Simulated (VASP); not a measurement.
Consider the following.

```yaml
crystal:
  lattice:
    - [1.92038, -3.32619, 0.00000]
    - [1.92038, 3.32619, 0.00000]
    - [0.00000, 0.00000, 6.49614]
  atoms:
    - { symbol: Sn, position: [0.00000, 0.00000, 0.00000] }
    - { symbol: Se, position: [0.33333, 0.66667, 0.24216] }
    - { symbol: Se, position: [0.66667, 0.33333, 0.75784] }
```

These are r2SCAN meta-GGA with spin-orbit coupling, VASP's PBE PAW potentials (set 64) (plane waves; VASP) values and carry that method's errors. Settings: 400 eV cut-off, 6×6×3 Γ-centred mesh, Gaussian smearing of 0.050 eV, potentials Sn_d Se.

The path is coarsely sampled, so an indirect gap can come out somewhat too large.

Question: Give the energies of bands 17 to 30 at the high-symmetry points, in eV from the valence-band maximum.

Answer: 
```json
[
 {"band": "17", "Γ": "-0.83", "M": "-4.40", "K": "-3.62", "A": "-1.89", "L": "-4.69", "H": "-3.95"},
 {"band": "18", "Γ": "-0.83", "M": "-4.40", "K": "-3.62", "A": "-1.89", "L": "-4.69", "H": "-3.95"},
 {"band": "19", "Γ": "-0.41", "M": "-2.76", "K": "-3.62", "A": "-0.77", "L": "-2.41", "H": "-3.95"},
 {"band": "20", "Γ": "-0.41", "M": "-2.76", "K": "-3.62", "A": "-0.77", "L": "-2.41", "H": "-3.95"},
 {"band": "21", "Γ": "-0.38", "M": "-2.40", "K": "-3.28", "A": "-0.47", "L": "-1.99", "H": "-3.52"},
 {"band": "22", "Γ": "-0.38", "M": "-2.40", "K": "-3.28", "A": "-0.47", "L": "-1.99", "H": "-3.52"},
 {"band": "23", "Γ": "-0.19", "M": "-1.02", "K": "-1.32", "A": "-0.28", "L": "-0.80", "H": "-0.55"},
 {"band": "24", "Γ": "-0.19", "M": "-1.02", "K": "-1.32", "A": "-0.28", "L": "-0.80", "H": "-0.55"},
 {"band": "25", "Γ": "-0.11", "M": "-0.28", "K": "-1.26", "A": "-0.01", "L": "-0.48", "H": "-0.46"},
 {"band": "26", "Γ": "-0.11", "M": "-0.28", "K": "-1.26", "A": "-0.01", "L": "-0.48", "H": "-0.46"},
 {"band": "27", "Γ": "1.47", "M": "1.31", "K": "1.73", "A": "2.63", "L": "1.01", "H": "2.52"},
 {"band": "28", "Γ": "1.47", "M": "1.31", "K": "1.73", "A": "2.63", "L": "1.01", "H": "2.52"},
 {"band": "29", "Γ": "3.53", "M": "4.30", "K": "6.60", "A": "3.47", "L": "4.68", "H": "5.09"},
 {"band": "30", "Γ": "3.53", "M": "4.30", "K": "6.60", "A": "3.47", "L": "4.68", "H": "5.09"}
]
```

The gap is indirect, 0.99 eV, from the valence maximum at (0.17, 0.00, 0.00) to the conduction minimum at L-M at 0.25.

The compound is SnSe2 in the 1T layered structure. It was relaxed first, which changed the volume by +8 %.
